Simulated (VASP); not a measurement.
A VASP calculation is set up with these files.

### INCAR
```
SYSTEM  =  MgTe
PREC  =  Accurate; ENCUT  =  480; LREAL  =  .FALSE.
LASPH  =  .TRUE.
EDIFF  =  1E-6; NELM  =  100; ALGO  =  Normal
LMAXMIX  =  4
ISMEAR  =  0; SIGMA  =  0.05
GGA  =  PE
IBRION  =  2; NSW  =  60; ISIF  =  3
EDIFFG  =  -0.01
LWAVE  =  .FALSE.; LCHARG  =  .FALSE.
```

**KPOINTS**
```
Automatic mesh
0
Gamma
6 6 6
0 0 0
```

File POSCAR:
```
MgTe
1.0
  0.0000000000   3.2542128849   3.2542128849
  3.2542128849   0.0000000000   3.2542128849
  3.2542128849   3.2542128849   0.0000000000
Mg Te
1 1
direct
  0.0000000000   0.0000000000   0.0000000000
  0.7500000000   0.7500000000   0.7500000000
```

POTCAR, in this order: Mg Te (PBE.64 set). Program: vasp_std.

### Question
Translate this PBE calculation to Quantum ESPRESSO's pw.x.

### Answer
One equivalent input (not run):
```
&CONTROL
  calculation = 'vc-relax'
  pseudo_dir = './pseudo'
  outdir = './out'
  tprnfor = .true.
  tstress = .true.
  nstep = 60
  forc_conv_thr = 0.00039
/
&SYSTEM
  ibrav = 0
  nat = 2
  ntyp = 2
  ecutwfc = 84
  occupations = 'smearing'
  smearing = 'gaussian'
  degauss = 0.003675
  input_dft = 'pbe'
/
&ELECTRONS
  conv_thr = 7.3e-08
  electron_maxstep = 100
/
&IONS
/
&CELL
/
ATOMIC_SPECIES
  Mg 24.305 Mg.upf
  Te 127.600 Te.upf
CELL_PARAMETERS angstrom
     0.0000000    3.2542129    3.2542129
     3.2542129   -0.0000000    3.2542129
     3.2542129    3.2542129    0.0000000
ATOMIC_POSITIONS crystal
  Mg   0.0000000  0.0000000  0.0000000
  Te   0.7500000  0.7500000  0.7500000
K_POINTS automatic
  6 6 6 0 0 0
```
What does not carry over: the potentials are each code's own (VASP's PAW set, PseudoDojo norm-conserving files in pw.x), so ENCUT and ecutwfc are chosen apart and not converted; conv_thr bounds pw.x's estimated SCF error, while EDIFF bounds the energy change between steps; forc_conv_thr acts on force components and is met together with etot_conv_thr.

The structure comes from a computed database's MgTe entry (F-43m); how it stands against other phases isn't given here. It was relaxed first. The start is the result of an earlier pass.
